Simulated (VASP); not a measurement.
Given:

```
CELL_PARAMETERS angstrom
      1.89305    -7.48784     0.00000
      1.89305     7.48784     0.00000
      0.00000     0.00000     3.75280
ATOMIC_POSITIONS crystal
  Hf 0.10613 0.89387 0.25000
  Hf 0.89387 0.10613 0.75000
  Ge 0.44042 0.55958 0.25000
  Ge 0.55958 0.44042 0.75000
  Ge 0.25015 0.74985 0.75000
  Ge 0.74985 0.25015 0.25000
```

Computed with PBEsol GGA, VASP's PBE PAW potentials (set 64) (plane waves; VASP). Numerical set-up: 300 eV cut-off, 4×4×4 Γ-centred mesh, Fermi-Dirac smearing of 0.10 eV, potentials Hf_pv Ge_d.

At this cut-off the stress carries a Pulay error, which pulls relaxed volumes low. Unless said otherwise, spin-orbit coupling is left out, though it shifts the bands of the heavy elements here.

**Question.** What does the run give for the energy per atom (σ→0), pressure, band gap (on the k-mesh) with the smallest direct gap where there is one?

**Answer.** 
- band gap (on the k-mesh): none (metal, semimetal or under 0.01 eV)
- energy per atom (σ→0): -7.337 eV/atom
- pressure: -3.19 GPa

Total energies compare only between runs with the same potentials, cut-off and functional.

The structure comes from a computed database's HfGe2 entry; how it stands against other phases isn't given here. The cell was not relaxed at this level. The k-mesh is coarse (spacing up to 0.43 per Å, 2π included), so the numbers may not be converged in it.
